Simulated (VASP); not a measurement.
Input:

```xyz
8
Lattice="4.8866 0.0000 0.0000 0.0000 4.8866 0.0000 0.0000 0.0000 4.8866" Properties=species:S:1:pos:R:3 pbc="T T T"
Si     2.4433     2.4433     2.4433
Si     0.0000     0.0000     0.0000
Mo     1.2217     0.0000     2.4433
Mo     2.4433     1.2217     0.0000
Mo     2.4433     3.6650     0.0000
Mo     3.6650     0.0000     2.4433
Mo     0.0000     2.4433     3.6650
Mo     0.0000     2.4433     1.2217
```

Level of theory: r2SCAN meta-GGA, VASP's PBE PAW potentials (set 64) (plane waves; VASP). Settings: 400 eV cut-off, 7×7×7 Γ-centred mesh, tetrahedra with Blöchl corrections, potentials Si Mo_sv.

The cores are frozen, which limits the accuracy of field gradients.

Give the principal components of the electric field gradient (V/Å²) and the asymmetry η at each nucleus.

| atom | Vxx | Vyy | Vzz | η |
|---|---|---|---|---|
| Si1 | 0.0 | 0.0 | 0.0 | - |
| Si2 | 0.0 | 0.0 | 0.0 | - |
| Mo3 | -27.3 | -27.3 | 54.7 | 0.00 |
| Mo4 | -27.3 | -27.3 | 54.7 | 0.00 |
| Mo5 | -27.3 | -27.3 | 54.7 | 0.00 |
| Mo6 | -27.3 | -27.3 | 54.7 | 0.00 |
| Mo7 | -27.3 | -27.3 | 54.7 | 0.00 |
| Mo8 | -27.3 | -27.3 | 54.7 | 0.00 |

The compound is Mo3Si in the A15 structure. It was relaxed first.
